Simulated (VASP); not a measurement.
Calculation: LDA (Ceperley-Alder, Perdew-Zunger), VASP's LDA PAW potentials (set 64) (plane waves; VASP 6.6.1).

Input for VASP

**KPOINTS**
```
Automatic mesh
0
Gamma
1 1 1
0 0 0
```

INCAR:
```
SYSTEM  =  I atom
PREC  =  Normal; ENCUT  =  520; LREAL  =  .FALSE.
LASPH  =  .TRUE.; ISYM  =  0
EDIFF  =  1E-6; NELM  =  200; ALGO  =  All
LMAXMIX  =  4
ISMEAR  =  0; SIGMA  =  0.01
ISPIN  =  2; MAGMOM  =  1; NUPDOWN  =  1
LWAVE  =  .FALSE.; LCHARG  =  .FALSE.; LORBIT  =  10
```

POSCAR:
```
I atom
1.0
 12.0000000000   0.0000000000   0.0000000000
  0.0000000000  12.5000000000   0.0000000000
  0.0000000000   0.0000000000  13.0000000000
I
1
Cartesian
  0.0000000000   0.0000000000   0.0000000000
```

POTCAR, in this order: I (LDA.64 set). Program: vasp_gam. Read from the step before: WAVECAR.

The run wrote:

File OSZICAR:
```
       N       E                     dE             d eps       ncg     rms           ort
SDA:   1    -0.130146398120E+00   -0.13015E+00    0.00000E+00     8   0.620E-04   0.000E+00
CGA:   2    -0.130148740374E+00   -0.23423E-05   -0.23423E-05     8   0.706E-07  -0.614E-09
CGA:   3    -0.130148757249E+00   -0.16875E-07   -0.17660E-07     8   0.913E-08  -0.265E-08
   1 F= -.13014876E+00 E0= -.12629220E+00  d E =-.771312E-02  mag=     1.0000
```

File OUTCAR:
```
------------------------ aborting loop because EDIFF is reached ----------------------------------------
  FORCE on cell =-STRESS in cart. coord.  units (eV):
  Direction    XX          YY          ZZ          XY          YZ          ZX
  --------------------------------------------------------------------------------------
  Total       -0.0004175     -0.0010276     -0.0005579     -0.0001216     -0.0000709     -0.0000509
  in kB       -0.0003430     -0.0008443     -0.0004584     -0.0000999     -0.0000583     -0.0000418
  external PRESSURE =      -0.0005486 kB  Pullay stress =       0.0000000 kB
  volume of cell :     1950.00
      direct lattice vectors                 reciprocal lattice vectors
    12.000000000  0.000000000  0.000000000     0.083333333  0.000000000  0.000000000
     0.000000000 12.500000000  0.000000000     0.000000000  0.080000000  0.000000000
     0.000000000  0.000000000 13.000000000     0.000000000  0.000000000  0.076923077
 POSITION                                       TOTAL-FORCE (eV/Angst)
 -----------------------------------------------------------------------------------
      0.00000      0.00000      0.00000         0.000000     -0.000000     -0.000000
 -----------------------------------------------------------------------------------
    total drift:                                0.000000     -0.000000     -0.000000
  FREE ENERGIE OF THE ION-ELECTRON SYSTEM (eV)
  ---------------------------------------------------
  free  energy   TOTEN  =        -0.1301487572 eV

  energy  without entropy=       -0.1224356413  energy(sigma->0) =       -0.12629220

 total charge

# of ion       s       p       d       tot
------------------------------------------
    1        1.531   2.648   0.000   4.179

 magnetization (x)

# of ion       s       p       d       tot
------------------------------------------
    1        0.009   0.551   0.000   0.560
```
(Selected blocks of OUTCAR.)

The atom may not be in its lowest state.

The cell is a free atom in a box.
